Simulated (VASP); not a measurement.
All values below come from PBEsol GGA, VASP's PBE PAW potentials (set 64) (plane waves; VASP).

The input files of a VASP run:

File POSCAR:
```
ZnS
6.1999590
  0.3051223582  -0.5284874202   0.0000000000
  0.3051223582   0.5284874202   0.0000000000
  0.0000000000   0.0000000000   1.0000000429
Zn S
2 2
Direct
  0.6666670000   0.3333330000   0.5001780996
  0.3333330000   0.6666670000   0.0001780996
  0.6666670000   0.3333330000   0.8748219004
  0.3333330000   0.6666670000   0.3748219004
```

INCAR:
```
SYSTEM = ZnS
PREC = Accurate
ENCUT = 400
EDIFF = 1E-7
NELM = 100
ALGO = Normal
LREAL = .FALSE.
LASPH = .TRUE.
ISMEAR = -5
GGA = PS
LMAXMIX = 4
LWAVE = .FALSE.
LCHARG = .TRUE.
LORBIT = 11
NEDOS = 601
ISIF = 2
```

**KPOINTS**
```
Automatic mesh
0
Gamma
8 8 4
0 0 0
```

POTCAR, in this order: Zn S (PBE.64 set). Program: vasp_std.

Output

**OSZICAR**
```
       N       E                     dE             d eps       ncg     rms          rms(c)
DAV:   1     0.211638700110E+03    0.21164E+03   -0.15132E+04  1320   0.166E+03
DAV:   2     0.254332647438E+01   -0.20910E+03   -0.20482E+03  1410   0.339E+02
DAV:   3    -0.155920198827E+02   -0.18135E+02   -0.18073E+02  1572   0.108E+02
DAV:   4    -0.159722907019E+02   -0.38027E+00   -0.37989E+00  1542   0.162E+01
DAV:   5    -0.159799911937E+02   -0.77005E-02   -0.76998E-02  1586   0.225E+00    0.103E+01
DAV:   6    -0.151488353874E+02    0.83116E+00   -0.21873E+00  1816   0.476E+01    0.783E+00
DAV:   7    -0.151862905612E+02   -0.37455E-01   -0.20144E+00  1362   0.835E+00    0.328E+00
DAV:   8    -0.151639215276E+02    0.22369E-01   -0.10026E-01  1830   0.454E+00    0.107E+00
DAV:   9    -0.151633192757E+02    0.60225E-03   -0.25048E-02  1830   0.269E+00    0.262E-01
DAV:  10    -0.151634342449E+02   -0.11497E-03   -0.12364E-03  1530   0.414E-01    0.192E-01
DAV:  11    -0.151635519032E+02   -0.11766E-03   -0.20070E-04  1528   0.211E-01    0.611E-02
DAV:  12    -0.151635587629E+02   -0.68597E-05   -0.55911E-05  1614   0.933E-02    0.236E-02
DAV:  13    -0.151635597660E+02   -0.10031E-05   -0.37056E-06  1542   0.175E-02    0.121E-02
DAV:  14    -0.151635606883E+02   -0.92223E-06   -0.20114E-06  1756   0.259E-02    0.441E-03
DAV:  15    -0.151635604947E+02    0.19351E-06   -0.55375E-07  1560   0.152E-02    0.195E-03
DAV:  16    -0.151635604896E+02    0.51036E-08   -0.94052E-08   912   0.208E-03
   1 F= -.15163560E+02 E0= -.15163560E+02  d E =0.000000E+00
```

OUTCAR:
```
------------------------ aborting loop because EDIFF is reached ----------------------------------------
  FORCE on cell =-STRESS in cart. coord.  units (eV):
  Direction    XX          YY          ZZ          XY          YZ          ZX
  --------------------------------------------------------------------------------------
  Total       -0.0287534     -0.0287534      0.0263193      0.0000000      0.0000000     -0.0000000
  in kB       -0.5993697     -0.5993696      0.5486301      0.0000000      0.0000000     -0.0000000
  external PRESSURE =      -0.2167031 kB  Pullay stress =       0.0000000 kB
  volume of cell :       76.86
      direct lattice vectors                 reciprocal lattice vectors
     1.891746111 -3.276600337  0.000000000     0.264306081 -0.152597189  0.000000000
     1.891746111  3.276600337  0.000000000     0.264306081  0.152597189  0.000000000
     0.000000000  0.000000000  6.199959266     0.000000000  0.000000000  0.161291382
  FREE ENERGIE OF THE ION-ELECTRON SYSTEM (eV)
  ---------------------------------------------------
  free  energy   TOTEN  =       -15.1635604896 eV

  energy  without entropy=      -15.1635604896  energy(sigma->0) =      -15.16356049

 total charge

# of ion       s       p       d       tot
------------------------------------------
    1        0.531   0.504   9.801  10.836
    2        0.531   0.504   9.801  10.836
    3        1.308   2.423   0.000   3.731
    4        1.308   2.423   0.000   3.731
--------------------------------------------------
tot          3.679   5.855  19.601  29.135
```
(Selected blocks of OUTCAR.)

The compound is ZnS in the wurtzite structure, the high-temperature form. It was relaxed first.
